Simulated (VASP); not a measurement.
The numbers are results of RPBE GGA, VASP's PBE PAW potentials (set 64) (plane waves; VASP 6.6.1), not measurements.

VASP input:

**KPOINTS**
```
K-points
0
gamma
 14 14 14
0 0 0
```

File POSCAR:
```
HfN
1
    0.0000000000     2.2797452575     2.2797452575
    2.2797452575     0.0000000000     2.2797452575
    2.2797452575     2.2797452575     0.0000000000
Hf N
1 1
Direct
  0.0000000000   0.0000000000   0.0000000000
  0.5000000000   0.5000000000   0.5000000000
```

**INCAR**
```
SYSTEM = HfN
PREC = Accurate
ENCUT = 520
EDIFF = 1E-7
NELM = 100
ALGO = Normal
LREAL = .FALSE.
LASPH = .TRUE.
ISMEAR = 1
SIGMA = 0.1
GGA = RP
LMAXMIX = 6
LWAVE = .FALSE.
LCHARG = .FALSE.
ISIF = 2
```

POTCAR, in this order: Hf_pv N (PBE.64 set). Program: vasp_std.

**Question.** What will the output report for the number of irreducible k-points (NKPTS), largest plane-wave count, number of space-group operations, FFT grid (NGX, NGY, NGZ)?

**Answer.** 
```yaml
number of irreducible k-points (NKPTS): 104
largest_plane_wave_count: 650
number_of_space_group_operations: 48
FFT grid (NGX, NGY, NGZ): 24 × 24 × 24
```

The compound is HfN in the rock salt structure. It was relaxed first. The electron count is odd and the run is not spin-polarised, which forces a metal.
